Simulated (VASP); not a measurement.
Data:

```xyz
3
Lattice="1.5419 -2.7407 0.0000 1.5419 2.7407 0.0000 0.0000 0.0000 3.4858" Properties=species:S:1:pos:R:3 pbc="T T T"
Zr     0.0000     0.0000     0.0000
B      1.5419     0.9136     1.7429
B      1.6319    -0.9136     1.7429
```

All values below come from PBE GGA, VASP's PBE PAW potentials (set 64) (plane waves; VASP 6.6.1). Numerical set-up: EDIFF = 1E-3, 520 eV cut-off, 10×10×8 Γ-centred mesh, first-order Methfessel-Paxton smearing of 0.10 eV, potentials Zr_sv B.

Question: Give the force on each atom (eV/Å).

Answer: 
```tsv
atom	Fx	Fy	Fz
Zr1	0.682	0.038	0.000
B2	0.955	-0.114	0.000
B3	-1.637	0.076	0.000
```

Question: Give the stress tensor in GPa (positive for a compressed cell).

Answer: 
```
20.96   0.17   0.00
 0.17   5.90   0.00
 0.00   0.00  12.27
```
The pressure is its mean diagonal, 13.04 GPa.

The compound is ZrB2 in the AlB2 type structure. The cell was not relaxed at this level, atoms are displaced from their ideal sites. The run is one of a series of settings (EDIFF = 1E-3 against the base run), some of them coarse on purpose.
